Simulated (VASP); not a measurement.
Calculation: r2SCAN meta-GGA, VASP's PBE PAW potentials (set 64) (plane waves; VASP).

A VASP calculation is set up with these files.

### INCAR
```
# general
SYSTEM   =  CuF
PREC     =  Accurate
ENCUT    =  520   # plane-wave cut-off (eV)
LREAL    =  F   # projection in real space or not
LASPH    =  T   # aspherical one-centre terms

# electronic loop
EDIFF    =  1E-7   # SCF stop (eV)
NELM     =  100   # most electronic steps
ALGO     =  Normal   # blocked Davidson
LMAXMIX  =  4
LMIXTAU  =  T

# smearing
ISMEAR   =  -5

# functional
METAGGA  =  R2SCAN

# ions
ISIF     =  2   # forces and stress, cell fixed

# output
LWAVE    =  F
LCHARG   =  F
LORBIT   =  11   # lm-projected
NEDOS    =  601   # DOS grid
```

**POSCAR**
```
CuF
1
    3.1433488647    -0.0000000000     0.0000000000
   -1.5716744324     2.7222199435    -0.0000000000
    0.0000000000     0.0000000000     5.3483040210
Cu F
2 2
Direct
  1.0000000000   0.0000000000   0.0000000000
  1.0000000000   0.0000000000   0.5000000000
  0.3333330000   0.6666670000   0.2500000000
  0.6666670000   0.3333330000   0.7500000000
```

KPOINTS:
```
Automatic mesh
0
Gamma
13 13 7
0 0 0
```

KPOINTS_OPT:
```
k-points along high-symmetry lines
6
Line-mode
Reciprocal
  0.000000   0.000000   0.000000 ! GAMMA
  0.500000  -0.000000   0.000000 ! M

  0.500000  -0.000000   0.000000 ! M
  0.333333   0.333333   0.000000 ! K

  0.333333   0.333333   0.000000 ! K
  0.000000   0.000000   0.000000 ! GAMMA

  0.000000   0.000000   0.000000 ! GAMMA
  0.000000   0.000000   0.500000 ! A

  0.000000   0.000000   0.500000 ! A
  0.500000  -0.000000   0.500000 ! L

  0.500000  -0.000000   0.500000 ! L
  0.333333   0.333333   0.500000 ! H

  0.333333   0.333333   0.500000 ! H
  0.000000   0.000000   0.500000 ! A

  0.500000  -0.000000   0.500000 ! L
  0.500000  -0.000000   0.000000 ! M

  0.333333   0.333333   0.500000 ! H
  0.333333   0.333333   0.000000 ! K
```

POTCAR, in this order: Cu F (PBE.64 set). Program: vasp_std.

The resulting files:

### OSZICAR
```
       N       E                     dE             d eps       ncg     rms          rms(c)
DAV:   1     0.348178492756E+03    0.34818E+03   -0.18594E+04  3776   0.256E+03
DAV:   2     0.105144309516E+02   -0.33766E+03   -0.32617E+03  3796   0.477E+02
DAV:   3    -0.397968877790E+02   -0.50311E+02   -0.49097E+02  5058   0.208E+02
DAV:   4    -0.412455528777E+02   -0.14487E+01   -0.14348E+01  4682   0.373E+01
DAV:   5    -0.412697498118E+02   -0.24197E-01   -0.24184E-01  4582   0.420E+00    0.776E+00
DAV:   6    -0.348097944979E+02    0.64600E+01   -0.17243E+01  4864   0.841E+01    0.738E+00
DAV:   7    -0.312294078015E+02    0.35804E+01   -0.36789E+00  4898   0.441E+01    0.274E+00
DAV:   8    -0.314860742535E+02   -0.25667E+00   -0.76061E-01  5118   0.176E+01    0.702E-01
DAV:   9    -0.314272399147E+02    0.58834E-01   -0.46933E-01  4022   0.936E+00    0.138E+00
DAV:  10    -0.316733960630E+02   -0.24616E+00   -0.48314E-01  5032   0.117E+01    0.635E-01
DAV:  11    -0.316733395941E+02    0.56469E-04   -0.12406E-02  5008   0.141E+00    0.521E-01
DAV:  12    -0.316696596697E+02    0.36799E-02   -0.20871E-02  5028   0.202E+00    0.197E-01
DAV:  13    -0.316745402176E+02   -0.48805E-02   -0.43639E-03  5092   0.836E-01    0.128E-01
DAV:  14    -0.316740843520E+02    0.45587E-03   -0.42644E-04  5320   0.355E-01    0.708E-02
DAV:  15    -0.316746710933E+02   -0.58674E-03   -0.64305E-04  5050   0.325E-01    0.230E-02
DAV:  16    -0.316746868723E+02   -0.15779E-04   -0.85710E-05  5460   0.119E-01    0.397E-03
DAV:  17    -0.316746911002E+02   -0.42279E-05   -0.39181E-06  5034   0.231E-02    0.174E-03
DAV:  18    -0.316746911997E+02   -0.99551E-07   -0.26436E-06  4694   0.186E-02    0.165E-03
DAV:  19    -0.316746917864E+02   -0.58666E-06   -0.64406E-07  4608   0.995E-03    0.497E-04
DAV:  20    -0.316746919072E+02   -0.12084E-06   -0.21161E-08  2316   0.204E-03    0.616E-04
DAV:  21    -0.316746915543E+02    0.35291E-06   -0.83947E-09  1998   0.213E-03    0.385E-04
DAV:  22    -0.316746915520E+02    0.23165E-08   -0.62267E-09  1968   0.936E-04
   1 F= -.31674692E+02 E0= -.31674692E+02  d E =0.000000E+00
       N       E                     dE             ncg
```

### OUTCAR
```
------------------------ aborting loop because EDIFF is reached ----------------------------------------
  FORCE on cell =-STRESS in cart. coord.  units (eV):
  Direction    XX          YY          ZZ          XY          YZ          ZX
  --------------------------------------------------------------------------------------
  Total       -0.0111418     -0.0111418      0.0458109      0.0000000     -0.0000000      0.0000000
  in kB       -0.3900624     -0.3900624      1.6037902      0.0000000     -0.0000000      0.0000000
  external PRESSURE =       0.2745551 kB  Pullay stress =       0.0000000 kB
  volume of cell :       45.76
      direct lattice vectors                 reciprocal lattice vectors
     3.143348865  0.000000000  0.000000000     0.318132044  0.183673623  0.000000000
    -1.571674432  2.722219943  0.000000000     0.000000000  0.367347246  0.000000000
     0.000000000  0.000000000  5.348304021     0.000000000  0.000000000  0.186975160
 POSITION                                       TOTAL-FORCE (eV/Angst)
 -----------------------------------------------------------------------------------
      0.00000      0.00000      0.00000         0.000000      0.000000     -0.000000
      0.00000      0.00000      2.67415         0.000000      0.000000     -0.000000
     -0.00000      1.81481      1.33708        -0.000000     -0.000000      0.000000
      1.57168      0.90741      4.01123         0.000000      0.000000      0.000000
 -----------------------------------------------------------------------------------
    total drift:                                0.000000     -0.000000      0.000000
  FREE ENERGIE OF THE ION-ELECTRON SYSTEM (eV)
  ---------------------------------------------------
  free  energy   TOTEN  =       -31.6746915520 eV

  energy  without entropy=      -31.6746915520  energy(sigma->0) =      -31.67469155

 total charge

# of ion       s       p       d       tot
------------------------------------------
    1        0.195   0.151   9.464   9.810
    2        0.195   0.151   9.464   9.810
    3        1.753   4.313   0.000   6.066
    4        1.753   4.313   0.000   6.066
--------------------------------------------------
tot          3.896   8.929  18.928  31.754
```
(Selected blocks of OUTCAR.)

OUTCAR:
```
 val. band max:        4.3080994758   @ k =   0.3846   0.2308   0.2857

 cond. band min:       4.2439247364   @ k =   0.1538  -0.0000   0.1429


 Fermi energy:         4.3026231559

 k-point     1 :       0.0000    0.0000    0.0000
  band No.  band energies     occupation
      1     -21.8115      2.00000
      2     -21.5311      2.00000
      3      -3.8937      2.00000
      4      -1.9639      2.00000
      5      -1.9639      2.00000
      6      -1.4770      2.00000
      7      -1.3193      2.00000
      8      -1.3193      2.00000
      9       2.3317      2.00000
     10       2.8149      2.00000
     11       3.1478      2.00000
     12       3.1478      2.00000
     13       3.2602      2.00000
     14       3.2605      2.00000
     15       3.7957      2.00000
     16       3.7957      2.00000
     17       3.9675      2.00000
     18       4.1707      2.00000
     19       4.1709      2.00000
     20       8.5093      0.00000
     21       9.8887      0.00000
     22      18.1286      0.00000

 k-point     2 :       0.0769    0.0000    0.0000
  band No.  band energies     occupation
      1     -21.7950      2.00000
      2     -21.5249      2.00000
      3      -3.8337      2.00000
      4      -2.0227      2.00000
      5      -1.9686      2.00000
      6      -1.5368      2.00000
      7      -1.5157      2.00000
      8      -1.3554      2.00000
      9       2.3717      2.00000
     10       3.0625      2.00000
     11       3.1525      2.00000
     12       3.1812      2.00000
     13       3.2866      2.00000
     14       3.2881      2.00000
     15       3.7924      2.00000
     16       3.8064      2.00000
     17       3.9707      2.00000
     18       4.1160      2.00000
     19       4.1703      2.00000
     20       8.7494      0.00000
     21       9.8957      0.00000
     22      17.3214      0.00000

 k-point     3 :       0.1538   -0.0000    0.0000
  band No.  band energies     occupation
      1     -21.7495      2.00000
...
```

For a metal the tetrahedron method with Blöchl corrections gives inexact stress and forces.

The structure was generated: CuF was put into the NiAs type type (P6_3/mmc), which need not be its known phase. It was relaxed first, which changed the volume by +39 %.
